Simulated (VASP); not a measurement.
A convergence study with VASP on Hf (hcp): one setting is varied, all else stays as given below, so the limit is that of these other settings. Each run relaxes cell and ions from the cell shown.

```yaml
crystal:
  lattice:
    - [1.59500, -2.76262, 0.00000]
    - [1.59500, 2.76262, 0.00000]
    - [0.00000, 0.00000, 5.05000]
  atoms:
    - { symbol: Hf, position: [0.33333, 0.66667, 0.25000] }
    - { symbol: Hf, position: [0.66667, 0.33333, 0.75000] }
```

All values below come from PBEsol GGA, VASP's PBE PAW potentials (set 64) (plane waves; VASP). The tightest run used: 550 eV cut-off, 18×18×10 Γ-centred mesh, first-order Methfessel-Paxton smearing of 0.10 eV, potentials Hf_pv.

| setting | relaxed volume (Å³/atom) | E (eV/atom) | irreducible k-points |
|---|---|---|---|
| 2×2×1 mesh | 20.416 | -11.4502 | 2 |
| 3×3×2 mesh | 21.535 | -10.5314 | 6 |
| 4×4×2 mesh | 21.500 | -10.4683 | 8 |
| 5×5×3 mesh | 21.417 | -10.5077 | 10 |
| 6×6×3 mesh | 21.704 | -10.4708 | 14 |

Task: These are the cheaper rows. Estimate the results at 18×18×10 mesh, and how far the last row shown lies from them.

Result: 
| quantity | tightest run | last row shown is off by |
|---|---|---|
| relaxed volume (Å³/atom) | 21.537 | 0.167 |
| E (eV/atom) | -10.5038 | 0.0330 |

Left out are rungs that failed or repeat a setting and relaxations that didn't move; long series are thinned to 24 rows.

The compound is Hf in the hcp structure.
